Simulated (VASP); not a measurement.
# Be3ZnSe4 (Pm-3m) in VASP: further runs

One crystal, Be3ZnSe4, is run at these levels: PBE; tasks: relaxation of cell and atoms.

Program: VASP 6.6.1. These are calculated values, not measurements. Logs are shortened: lines on timing, memory, paths and dates and some standing lists are left out, and cuts for length are marked.

## (1) Starting point

Symmetry: Pm-3m, No. 221, cubic system. Conventional cell: a = 5.575 Å, b = 5.575 Å, c = 5.575 Å, α = 90.00°, β = 90.00°, γ = 90.00°. Be (site symmetry 4/mmm) has 2 Zn at 2.79 Å and 4 Se at 2.79 Å as nearest neighbours. Around Zn (site symmetry m-3m) lie 6 Be at 2.79 Å. Se (site symmetry m-3m) is surrounded by 6 Se at 2.79 Å. Se (site symmetry 4/mmm) is surrounded by 4 Be at 2.79 Å and 2 Se at 2.79 Å.

The cell was built by a generator and needn't be a form met in nature.

## (2) Relaxation of cell and atoms, PBE

Input file INCAR:

```
PREC = Normal ; ENCUT = 520
EDIFF = 1E-4 ; ISMEAR = 0
SIGMA = 0.15 ; LREAL = False
LASPH = True ; NELM = 60
ALGO = Fast ; ISIF = 3
LWAVE = False ; LCHARG = False
GGA = PE ; IBRION = 2
NSW = 24 ; EDIFFG = -0.08
```

Input file KPOINTS:

```
regular mesh
0
Gamma
  3 3 3
```

Input file POSCAR:

```
Be3ZnSe4
1.0
    5.5751840900      0.0000000000      0.0000000000
    0.0000000000      5.5751840900      0.0000000000
    0.0000000000      0.0000000000      5.5751840900
Be Zn Se
3 1 4
Direct
    0.0000000000      0.5000000000      0.5000000000
    0.5000000000      0.0000000000      0.5000000000
    0.5000000000      0.5000000000      0.0000000000
    0.5000000000      0.5000000000      0.5000000000
    0.0000000000      0.0000000000      0.0000000000
    0.5000000000      0.0000000000      0.0000000000
    0.0000000000      0.5000000000      0.0000000000
    0.0000000000      0.0000000000      0.5000000000
```

Potentials or basis: VASP PAW PBE potentials, release 64 (Be, Zn, Se).

The run is started by

```
cat potpaw_PBE.64/Be/POTCAR potpaw_PBE.64/Zn/POTCAR potpaw_PBE.64/Se/POTCAR > POTCAR
mpirun -np 1 vasp_std > vasp.out
```

OUTCAR:

```text
PREC = Normal
   ENCUT = 520
   EDIFF = 1E-4
   ISMEAR = 0
   LREAL = False
   LASPH = True
   NELM = 60
   ISIF = 3
   GGA = PE
   IBRION = 2
   NSW = 24
   EDIFFG = -0.08

 ion  position               nearest neighbor table
   1  0.000  0.500  0.500-
   2  0.500  0.000  0.500-
   3  0.500  0.500  0.000-
   4  0.500  0.500  0.500-
   5  0.000  0.000  0.000-   6 2.79   7 2.79   8 2.79   8 2.79   7 2.79   6 2.79
   6  0.500  0.000  0.000-   5 2.79   5 2.79
   7  0.000  0.500  0.000-   5 2.79   5 2.79
   8  0.000  0.000  0.500-   5 2.79   5 2.79

  LATTYP: Found a simple cubic cell.
 ALAT       =     5.5751840900

  Lattice vectors:

 A1 = (   5.5751840900,   0.0000000000,   0.0000000000)
 A2 = (   0.0000000000,   5.5751840900,   0.0000000000)
 A3 = (   0.0000000000,   0.0000000000,   5.5751840900)

Analysis of symmetry for initial positions (statically):
=====================================================================
 Subroutine PRICEL returns:
 Original cell was already a primitive cell.

 Routine SETGRP: Setting up the symmetry group for a
 simple cubic supercell.

 Subroutine GETGRP returns: Found 48 space group operations
 (whereof 48 operations were pure point group operations)
 out of a pool of 48 trial point group operations.

The static configuration has the point symmetry O_h .

Analysis of symmetry for dynamics (positions and initial velocities):
=====================================================================
 Subroutine PRICEL returns:
 Original cell was already a primitive cell.

 Routine SETGRP: Setting up the symmetry group for a
 simple cubic supercell.

 Subroutine GETGRP returns: Found 48 space group operations
 (whereof 48 operations were pure point group operations)
 out of a pool of 48 trial point group operations.

The dynamic configuration has the point symmetry O_h .

 Subroutine INISYM returns: Found 48 space group operations
 (whereof 48 operations are pure point group operations),
 and found     1 'primitive' translations

----------------------------------------------------------------------------------------

                                     Primitive cell

  volume of cell :     173.2916

  direct lattice vectors                    reciprocal lattice vectors
     5.575184090  0.000000000  0.000000000     0.179366275  0.000000000  0.000000000
     0.000000000  5.575184090  0.000000000     0.000000000  0.179366275  0.000000000
     0.000000000  0.000000000  5.575184090     0.000000000  0.000000000  0.179366275

  length of vectors
     5.575184090  5.575184090  5.575184090     0.179366275  0.179366275  0.179366275

  position of ions in fractional coordinates (direct lattice)
     0.000000000  0.500000000  0.500000000
     0.500000000  0.000000000  0.500000000
     0.500000000  0.500000000  0.000000000
     0.500000000  0.500000000  0.500000000
     0.000000000  0.000000000  0.000000000
     0.500000000  0.000000000  0.000000000
     0.000000000  0.500000000  0.000000000
     0.000000000  0.000000000  0.500000000

  ion indices of the primitive-cell ions
   primitive index   ion index
                 1           1
                 2           2
                 3           3
                 4           4
                 5           5
                 6           6
                 7           7
                 8           8

----------------------------------------------------------------------------------------

 KPOINTS: regular mesh

Automatic generation of k-mesh.
 Grid dimensions read from file:
 generate k-points for:    3    3    3

 Generating k-lattice:

  Cartesian coordinates                     Fractional coordinates (reciprocal lattice)
     0.059788758  0.000000000  0.000000000     0.333333333  0.000000000  0.000000000
     0.000000000  0.059788758  0.000000000     0.000000000  0.333333333  0.000000000
     0.000000000  0.000000000  0.059788758     0.000000000  0.000000000  0.333333333

  Length of vectors
     0.059788758  0.059788758  0.059788758

  Shift w.r.t. Gamma in fractional coordinates (k-lattice)
     0.000000000  0.000000000  0.000000000

 Subroutine IBZKPT returns following result:
 ===========================================

 Found      4 irreducible k-points:

 Following reciprocal coordinates:
            Coordinates               Weight
  0.000000  0.000000  0.000000      1.000000
  0.333333  0.000000  0.000000      6.000000
  0.333333  0.333333  0.000000     12.000000
  0.333333  0.333333  0.333333      8.000000
   k-points           NKPTS =      4   k-points in BZ     NKDIM =      4   number of bands    NBANDS=     26
   number of dos      NEDOS =    301   number of ions     NIONS =      8
   total plane-waves  NPLWV =  32768
   dimension x,y,z NGX =    32 NGY =   32 NGZ =   32
   dimension x,y,z NGXF=    64 NGYF=   64 NGZF=   64
   ions per type =               3   1   4
   NGX,Y,Z   is equivalent  to a cutoff of   9.54,  9.54,  9.54 a.u.
   NGXF,Y,Z  is equivalent  to a cutoff of  19.08, 19.08, 19.08 a.u.
 SYSTEM =  unknown system
   PREC   = normal    normal or accurate (medium, high low for compatibility)
   ISTART =      0    job   : 0-new  1-cont  2-samecut
   ICHARG =      2    charge: 1-file 2-atom 10-const
   ISPIN  =      1    spin polarized calculation?
   LNONCOLLINEAR =      F non collinear calculations
   LSORBIT =      F    spin-orbit coupling
   LASPH  =      T    aspherical Exc in radial PAW
   ENCUT  =  520.0 eV  38.22 Ry    6.18 a.u.  10.37 10.37 10.37*2*pi/ulx,y,z
   NELM   =     60;   NELMIN=  2; NELMDL= -5     # of ELM steps
   EDIFF  = 0.1E-03   stopping-criterion for ELM
   LREAL  =      F    real-space projection
   EDIFFG = -.8E-01   stopping-criterion for IOM
   NSW    =     24    number of steps for IOM
   IBRION =      2    ionic relax: 0-MD 1-quasi-New 2-CG
   NFREE  =      1    steps in history (QN), initial steepest desc. (CG)
   ISIF   =      3    stress and relaxation
   ISYM   =      2    0-nonsym 1-usesym 2-fastsym
   POTIM  = 0.5000    time-step for ionic-motion
   TEBEG  =    0.0;   TEEND  =   0.0 temperature during run
   PSTRESS=    0.0 pullay stress
   NELECT =      42.0000    total number of electrons
   NUPDOWN=      -1.0000    fix difference up-down
   EMIN   =  10.00;   EMAX   =-10.00  energy-range for DOS
   EFERMI =   0.00;   METHOD = LEGACY
   ISMEAR =     0;   SIGMA  =   0.15  broadening in eV -4-tet -1-fermi 0-gaus
   EFERMI_NEDOS =   21; number of points for ismear=-14 and -15
   IALGO  =     68    algorithm
   IMIX   =      4    mixing-type and parameters
     AMIX     =   0.40;   BMIX     =  1.00
     AMIX_MAG =   1.60;   BMIX_MAG =  1.00
  volume/ion in A,a.u.               =      21.66       146.18
  Fermi-wavevector in a.u.,A,eV,Ry     =   1.020701  1.928846 14.174976  1.041831
  Thomas-Fermi vector in A             =   2.154285
   LORBIT       =      0    0 simple, 1 ext, 2 COOP (PROOUT), +10 PAW based schemes
   GGA     = PE    functional components
   LHFCALC =     F    Hartree Fock is set to
   AEXX    =    0.0000 exact exchange contribution
   IVDW    =     0    specifies the selected vdW correction
   LEPSILON=     F    determine dielectric tensor
   LRPA    =     F    only Hartree local field effects (RPA)
 conjugate gradient relaxation of ions
 non-spin polarized calculation
 RMM-DIIS sequential band-by-band and
 Gauss-broadening in eV      SIGMA  =   0.15
  energy-cutoff  :      520.00
  volume of cell :      173.29
 maximum number of plane-waves:      4697
   NGX = 21   NGY = 21   NGZ = 21

--------------------------------------- Ionic step        1  -------------------------------------------

 number of electron      41.9999928 magnetization

 Free energy of the ion-electron system (eV)
  ---------------------------------------------------
  ext. energy  EPLUGINS =         0.00000000
  ---------------------------------------------------
  free energy    TOTEN  =       -21.09817704 eV

  energy without entropy =      -20.92396366  energy(sigma->0) =      -21.01107035

------------------------ aborting loop because EDIFF is reached ----------------------------------------

  FORCE on cell =-STRESS in cart. coord.  units (eV):
  Direction    XX          YY          ZZ          XY          YZ          ZX
  --------------------------------------------------------------------------------------
  -------------------------------------------------------------------------------------
  Total       -8.6176593     -8.6176593     -8.6176593     -0.0000000      0.0000000     -0.0000000
  in kB      -79.6750354    -79.6750354    -79.6750354     -0.0000000      0.0000000     -0.0000000
  external PRESSURE =     -79.6750354 kB  Pullay stress =       0.0000000 kB
[... 69 lines left out ...]
  energy  without entropy=      -21.9244751435  energy(sigma->0) =      -21.98722463

--------------------------------------- Ionic step        3  -------------------------------------------

 number of electron      41.9999886 magnetization

 E-fermi :   5.1139     XC(G=0): -10.0568

 val. band max:        5.0925129100   @ k =   0.3333   0.3333   0.0000
 cond. band min:       5.1456232515   @ k =   0.3333   0.3333   0.3333
 fundamental gap:      0.0531103414
 Fermi energy:         5.1138995968

 k-point     1 :       0.0000    0.0000    0.0000
  band No.  band energies     occupation
      1     -11.7822      2.00000
      2      -8.3989      2.00000
      3      -8.3989      2.00000
      4      -6.3014      2.00000
      5      -2.6725      2.00000
      6      -2.6725      2.00000
[... 144 lines left out ...]
  energy  without entropy=      -22.0173516553  energy(sigma->0) =      -22.07171636

--------------------------------------- Ionic step        4  -------------------------------------------

 number of electron      41.9999896 magnetization

 Free energy of the ion-electron system (eV)
  ---------------------------------------------------
  ext. energy  EPLUGINS =         0.00000000
  ---------------------------------------------------
  free energy    TOTEN  =       -22.13363340 eV

  energy without entropy =      -22.02297007  energy(sigma->0) =      -22.07830173

 E-fermi :   4.9255     XC(G=0):  -9.9820

 val. band max:        4.8985292497   @ k =   0.3333   0.3333   0.0000
 cond. band min:       4.9607732714   @ k =   0.3333   0.3333   0.3333
 fundamental gap:      0.0622440217
 Fermi energy:         4.9255216123

 k-point     1 :       0.0000    0.0000    0.0000
  band No.  band energies     occupation
      1     -11.8122      2.00000
      2      -8.5217      2.00000
      3      -8.5217      2.00000
      4      -6.4790      2.00000
      5      -2.7089      2.00000
      6      -2.7089      2.00000
[... 140 lines left out ...]
  FREE ENERGIE OF THE ION-ELECTRON SYSTEM (eV)
  ---------------------------------------------------
  free  energy   TOTEN  =       -22.1336333970 eV

  energy  without entropy=      -22.0229700716  energy(sigma->0) =      -22.07830173

 reached required accuracy - stopping structural energy minimisation
```

Wall time 99 s (1 thread of Intel Xeon Platinum 8175M at 2.50GHz (Skylake/Cascade Lake), shared host); peak memory 0.19 GiB.

What came out:

- Free energy: -22.1336 eV
- Relaxed volume: 17.51 Å³/atom
- Relaxed cell: a = 5.194 Å, b = 5.194 Å, c = 5.194 Å, α = 90.00°, β = 90.00°, γ = 90.00°
- Space group after relaxing (to 0.05 Å): Pm-3m (No. 221)
- Energy gained by relaxing: 129.4 meV/atom
- Ionic steps: 4
- Pressure after relaxing: -0.4 GPa
- Band gap on the k mesh: none (metal or under the smearing width)

The path:
```csv
step,energy change (eV),largest force (eV/Å),pressure (GPa),volume (Å³)
1,0.0000,0.0000,-7.97,173.29
2,-0.9518,0.0000,-3.41,147.65
3,-1.0279,0.0000,1.24,137.59
4,-1.0355,0.0000,-0.45,140.09
```

Final structure:
```
CELL_PARAMETERS angstrom
5.19362 0.00000 0.00000
0.00000 5.19362 0.00000
0.00000 0.00000 5.19362
ATOMIC_POSITIONS crystal
Be 0.00000 0.50000 0.50000
Be 0.50000 0.00000 0.50000
Be 0.50000 0.50000 0.00000
Zn 0.50000 0.50000 0.50000
Se 0.00000 0.00000 0.00000
Se 0.50000 0.00000 0.00000
Se 0.00000 0.50000 0.00000
Se 0.00000 0.00000 0.50000
```

Caveat: the k mesh is coarse (spacing up to 0.38 Å⁻¹), so the values aren't converged; the volume moved by over 15 % at a fixed basis, so the end points are rough; the relaxation stopped at a loose force limit of 0.08 eV/Å, so its end isn't a converged minimum.

## (3) Relaxation of cell and atoms, PBE

This run uses another cell than the first one, of 16.82 Å³/atom, 0.776 times its volume.

INCAR is that of step 2.

Input file KPOINTS:

```
regular mesh
0
Gamma
  4 4 2
```

Input file POSCAR:

```
Be3ZnSe4
1.0
    3.8938616700      0.0000000000      0.0000000000
   -1.9469308400      3.3721831300      0.0000000000
    0.0000000000      0.0000000000     10.2450330100
Be Zn Se
3 1 4
Direct
    0.0000000000      0.0000000000      0.0000000000
    0.0000000000      0.0000000000      0.7525770100
    0.0000000000      0.0000000000      0.2474229900
    0.0000000000      0.0000000000      0.5000000000
    0.6666666700      0.3333333300      0.3592169900
    0.6666666700      0.3333333300      0.8787710100
    0.3333333300      0.6666666700      0.6407830100
    0.3333333300      0.6666666700      0.1212289900
```

Potentials or basis: VASP PAW PBE potentials, release 64 (Be, Zn, Se).

The run is started by

```
cat potpaw_PBE.64/Be/POTCAR potpaw_PBE.64/Zn/POTCAR potpaw_PBE.64/Se/POTCAR > POTCAR
mpirun -np 1 vasp_std > vasp.out
```

Run time: 3.9 min. Hardware: 1 thread of Intel Xeon Platinum 8175M at 2.50GHz (Skylake/Cascade Lake), shared host; peak memory 0.2 GiB.

It converged, with:

```yaml
Free_energy: -28.5362 eV
Relaxed_volume: 16.15 Å³/atom
Relaxed_cell: a = 3.624 Å, b = 3.624 Å, c = 11.360 Å, α = 90.00°, β = 90.00°, γ = 120.00°
Space_group_after_relaxing_to_0.05_Å: P-3m1 (No. 164)
Energy_gained_by_relaxing: 102.3 meV/atom
Ionic_steps: 9
Pressure_after_relaxing: -0.4 GPa
Largest_force_after_relaxing: 0.071 eV/Å
Band_gap_on_the_k_mesh: 0.67 eV, indirect (least direct gap 1.68 eV)
```

Forces in eV/Å, atoms in the order of the input:
```
Be   0.000  0.000  0.000
Be   0.000  0.000  0.071
Be   0.000  0.000 -0.071
Zn   0.000  0.000  0.000
Se   0.000  0.000 -0.045
Se   0.000  0.000  0.050
Se   0.000  0.000  0.045
Se   0.000  0.000 -0.050
```

Stress tensor (GPa, compression positive):
```
-0.56  0.00  0.00
 0.00 -0.56  0.00
 0.00  0.00  0.03
```

Step by step:
```csv
step,energy change (eV),largest force (eV/Å),pressure (GPa),volume (Å³)
1,0.0000,0.3050,-2.62,134.53
2,-0.4366,0.2502,0.27,129.08
3,-0.5001,0.3526,9.15,117.64
4,-0.6512,0.1986,4.23,122.96
5,-0.8125,0.1642,-0.45,129.22
6,-0.8144,0.1623,-0.04,128.50
7,-0.8141,0.1698,0.35,128.33
8,-0.8180,0.0918,0.19,128.85
9,-0.8185,0.0713,-0.36,129.18
```

Final structure:
```
CELL_PARAMETERS angstrom
3.62362 0.00000 0.00000
-1.81181 3.13815 0.00000
0.00000 0.00000 11.35970
ATOMIC_POSITIONS crystal
Be 0.00000 0.00000 0.00000
Be 0.00000 0.00000 0.75774
Be 0.00000 0.00000 0.24226
Zn 0.00000 0.00000 0.50000
Se 0.66667 0.33333 0.35674
Se 0.66667 0.33333 0.88024
Se 0.33333 0.66667 0.64326
Se 0.33333 0.66667 0.11976
```

Levels at points of the mesh, in eV from the valence-band top:
| k point | band 18 | band 19 | band 20 | band 21 | band 22 | band 23 | band 24 | band 25 |
| --- | --- | --- | --- | --- | --- | --- | --- | --- |
| (0.00, 0.00, 0.00) | -0.94 | -0.71 | -0.71 | 0.00 | 1.77 | 2.11 | 2.59 | 2.97 |
| (0.50, 0.00, 0.00) | -2.17 | -2.16 | -2.09 | -0.58 | 1.53 | 2.17 | 2.48 | 2.83 |
| (0.00, 0.00, 0.50) | -0.96 | -0.96 | -0.71 | -0.71 | 2.16 | 2.47 | 2.48 | 2.83 |
| (0.50, 0.00, 0.50) | -1.97 | -1.85 | -1.40 | -1.11 | 0.91 | 1.54 | 2.70 | 2.88 |

Caveat: the k mesh is coarse (spacing up to 0.47 Å⁻¹), so the values aren't converged; the relaxation stopped at a loose force limit of 0.08 eV/Å, so its end isn't a converged minimum.
